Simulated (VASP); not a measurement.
Elastic constants (GPa) of a crystal from PBEsol GGA, VASP's PBE PAW potentials (set 64) in VASP 6.6.1:

```tsv
	xx	yy	zz	yz	xz	xy
xx	229.8	58.4	58.4	0.0	0.0	0.0
yy	58.4	229.8	58.4	0.0	0.0	0.0
zz	58.4	58.4	229.8	0.0	0.0	0.0
yz	0.0	0.0	0.0	76.9	0.0	0.0
xz	0.0	0.0	0.0	0.0	76.9	0.0
xy	0.0	0.0	0.0	0.0	0.0	76.9
```

### Question
Work out the Voigt, Reuss and Hill moduli, Young's modulus and Poisson's ratio.

### Answer
All eigenvalues are positive (smallest 76.9 GPa), so the crystal is stable. K_V = (C11+C22+C33+2(C12+C13+C23))/9 = (689.4 + 2×175.2)/9 = 115.5 GPa; G_V = (689.4 − 175.2 + 3×230.7)/15 = 80.4 GPa. From the compliances, K_R = 115.5 GPa and G_R = 80.2 GPa. Hill: K = 115.5 GPa, G = 80.3 GPa, E = 9KG/(3K+G) = 195.6 GPa, ν = (3K−2G)/(2(3K+G)) = 0.218. K/G = 1.44, below Pugh's 1.75; universal anisotropy A^U = 0.01.

### Question
With a density of 3.42 g/cm³, what are the mean sound speeds?

### Answer
v_l = √((K+4G/3)/ρ) = 8.07 km/s and v_t = √(G/ρ) = 4.85 km/s. The crystal is CaO (rock salt), cubic.

The compound is CaO in the rock salt structure. It was relaxed first.
